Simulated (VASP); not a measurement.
Computed with PBE GGA, VASP's PBE PAW potentials (set 64) (plane waves; VASP 6.6.1).

VASP input:

**INCAR**
```
# general
SYSTEM =TiP
PREC   =Accurate
ENCUT  =300
LREAL  =.False.
LASPH  =.True.

# electronic loop
EDIFF  =1E-6
NELM   =100
ALGO   =Normal
LMAXMIX=4

# smearing
ISMEAR =0
SIGMA  =0.2

# functional
GGA    =PE

# ions
ISIF   =2

# output
LWAVE  =.False.
LCHARG =.False.
```

**POSCAR**
```
TiP
1
    0.0000000000     2.8548520000     2.8548520000
    2.8548520000     0.0000000000     2.8548520000
    2.8548520000     2.8548520000     0.0000000000
P Ti
1 1
Direct
  0.2500000000   0.2500000000   0.2500000000
  0.0000000000   0.0000000000   0.0000000000
```

File KPOINTS:
```
kpoints
0
Gamma
  5 5 5
```

POTCAR, in this order: P Ti_sv (PBE.64 set). Program: vasp_std.

What VASP printed:

**OUTCAR**
```
 ion  position               nearest neighbor table
   1  0.250  0.250  0.250-   2 2.47   2 2.47   2 2.47   2 2.47
   2  0.000  0.000  0.000-   1 2.47   1 2.47   1 2.47   1 2.47
  LATTYP: Found a face centered cubic cell.
 ALAT       =     5.7097040000
 Subroutine PRICEL returns:
 Original cell was already a primitive cell.
 Subroutine GETGRP returns: Found 24 space group operations
The static configuration has the point symmetry T_d .
The dynamic configuration has the point symmetry T_d .
 Subroutine INISYM returns: Found 24 space group operations
 Subroutine IBZKPT returns following result:
 Found     10 irreducible k-points:

 Following reciprocal coordinates:
            Coordinates               Weight
  0.000000  0.000000  0.000000      1.000000
  0.200000  0.000000  0.000000      8.000000
  0.400000  0.000000  0.000000      8.000000
  0.200000  0.200000  0.000000      6.000000
  0.400000  0.200000  0.000000     24.000000
 -0.400000  0.200000  0.000000     24.000000
 -0.200000  0.200000  0.000000     12.000000
  0.400000  0.400000  0.000000      6.000000
 -0.400000  0.400000  0.000000     12.000000
 -0.400000  0.400000  0.200000     24.000000
   k-points           NKPTS =     10   k-points in BZ     NKDIM =     10   number of bands    NBANDS=     12
   number of dos      NEDOS =    301   number of ions     NIONS =      2
   total plane-waves  NPLWV =  13824
   dimension x,y,z NGX =    24 NGY =   24 NGZ =   24
   dimension x,y,z NGXF=    48 NGYF=   48 NGZF=   48
   ions per type =               1   1
   PREC   = accura    normal or accurate (medium, high low for compatibility)
   ISTART =      0    job   : 0-new  1-cont  2-samecut
   ICHARG =      2    charge: 1-file 2-atom 10-const
   ISPIN  =      1    spin polarized calculation?
   LNONCOLLINEAR =      F non collinear calculations
   LSORBIT =      F    spin-orbit coupling
   INIWAV =      1    electr: 0-lowe 1-rand  2-diag
   ENCUT  =  300.0 eV  22.05 Ry    4.70 a.u.   5.70  5.70  5.70*2*pi/ulx,y,z
...
```

### OSZICAR
```
       N       E                     dE             d eps       ncg     rms          rms(c)
DAV:   1     0.908695356952E+02    0.90870E+02   -0.64425E+03   240   0.979E+02
DAV:   2    -0.946568614985E+01   -0.10034E+03   -0.97138E+02   244   0.286E+02
DAV:   3    -0.169776295990E+02   -0.75119E+01   -0.73508E+01   344   0.787E+01
DAV:   4    -0.172565321036E+02   -0.27890E+00   -0.27831E+00   320   0.147E+01
DAV:   5    -0.172657323112E+02   -0.92002E-02   -0.91991E-02   360   0.244E+00    0.108E+01
DAV:   6    -0.144082798449E+02    0.28575E+01   -0.24554E+01   312   0.475E+01    0.610E+00
DAV:   7    -0.141779291199E+02    0.23035E+00   -0.41875E+00   324   0.215E+01    0.282E+00
DAV:   8    -0.142070605935E+02   -0.29131E-01   -0.69434E-01   320   0.774E+00    0.144E+00
DAV:   9    -0.141631234500E+02    0.43937E-01   -0.23685E-01   348   0.488E+00    0.230E-01
DAV:  10    -0.141638829195E+02   -0.75947E-03   -0.42933E-03   312   0.553E-01    0.184E-01
DAV:  11    -0.141641228178E+02   -0.23990E-03   -0.11039E-03   332   0.369E-01    0.104E-01
DAV:  12    -0.141639296988E+02    0.19312E-03   -0.10360E-03   368   0.328E-01    0.640E-03
DAV:  13    -0.141639322418E+02   -0.25429E-05   -0.16754E-05   308   0.339E-02    0.365E-03
DAV:  14    -0.141639335431E+02   -0.13013E-05   -0.37693E-06   316   0.128E-02    0.369E-03
DAV:  15    -0.141639328610E+02    0.68212E-06   -0.23214E-06   268   0.130E-02
   1 F= -.14163933E+02 E0= -.14139992E+02  d E =-.478809E-01
```

### OUTCAR
```
------------------------ aborting loop because EDIFF is reached ----------------------------------------
  FORCE on cell =-STRESS in cart. coord.  units (eV):
  Direction    XX          YY          ZZ          XY          YZ          ZX
  --------------------------------------------------------------------------------------
  Total       -1.8241023     -1.8241023     -1.8241023      0.0000000      0.0000000      0.0000000
  in kB      -62.8027977    -62.8027977    -62.8027977      0.0000000      0.0000000      0.0000000
  external PRESSURE =     -62.8027977 kB  Pullay stress =       0.0000000 kB
  volume of cell :       46.54
      direct lattice vectors                 reciprocal lattice vectors
     0.000000000  2.854852000  2.854852000    -0.175140428  0.175140428  0.175140428
     2.854852000  0.000000000  2.854852000     0.175140428 -0.175140428  0.175140428
     2.854852000  2.854852000  0.000000000     0.175140428  0.175140428 -0.175140428
 POSITION                                       TOTAL-FORCE (eV/Angst)
 -----------------------------------------------------------------------------------
      1.42743      1.42743      1.42743         0.000000      0.000000      0.000000
      0.00000      0.00000      0.00000        -0.000000     -0.000000     -0.000000
 -----------------------------------------------------------------------------------
    total drift:                               -0.000000     -0.000000     -0.000000
  FREE ENERGIE OF THE ION-ELECTRON SYSTEM (eV)
  ---------------------------------------------------
  free  energy   TOTEN  =       -14.1639328610 eV

  energy  without entropy=      -14.1160519548  energy(sigma->0) =      -14.13999241
```
(Selected blocks of OUTCAR.)

At this cut-off the stress carries a Pulay error, which pulls relaxed volumes low.

The structure was generated: TiP was put into an ordered model structure, which need not be its known phase. The cell was not relaxed at this level. The k-mesh is coarse (spacing up to 0.38 per Å, 2π included), so the numbers may not be converged in it. The electron count is odd and the run is not spin-polarised, which forces a metal.
